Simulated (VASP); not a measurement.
A run of VASP 6.6.1:

File POSCAR:

```
Nb
1.0
   -1.6355100000      1.6355100000      1.6355100000
    1.6355100000     -1.6355100000      1.6355100000
    1.6355100000      1.6355100000     -1.6355100000
Nb
1
Direct
    1.0000000000      1.0000000000      1.0000000000
```

Contents of INCAR.step1:

```
  PREC = Accurate
  ENCUT = 520
  EDIFF = 1E-5
  ISMEAR = 0
  SIGMA = 0.1
  LREAL = False
  LASPH = True
  NELM = 100
  ALGO = Normal
  ISIF = 2
  LWAVE = True
  LCHARG = False
  NBANDS = 12
  GGA = PE
```

INCAR.step2

```
  PREC = Accurate
  ENCUT = 520
  EDIFF = 1E-6
  ISMEAR = 0
  SIGMA = 0.1
  LREAL = False
  LASPH = True
  NELM = 100
  ALGO = Normal
  ISIF = 2
  LWAVE = False
  LCHARG = False
  GGA = PE
  LHFCALC = True
  AEXX = 0.25
  PRECFOCK = Fast
  HFRCUT = -1
  NBANDS = 12
  ISTART = 1
```

File KPOINTS:

```
regular mesh
0
Gamma
  8 8 8
```

Potentials or basis: VASP PAW PBE potentials, release 64 (Nb_sv).

Launch:

```console
$ cat potpaw_PBE.64/Nb_sv/POTCAR > POTCAR
$ cp INCAR.step1 INCAR
$ mpirun -np 1 vasp_std > vasp.out
$ cp INCAR.step2 INCAR
$ mpirun -np 1 vasp_std > vasp.out
```

Hardware: 1 thread of Intel(R) Xeon(R) Platinum 8259CL CPU @ 2.50GHz (Skylake/Cascade Lake), with other jobs on the host.

Question: Estimate the wall time of this run.

Answer: It took 20 min on 1 thread of Intel(R) Xeon(R) Platinum 8259CL CPU @ 2.50GHz (Skylake/Cascade Lake) (shared host), peak memory 0.16 GiB. Counts: scf iterations 8, k points 29.
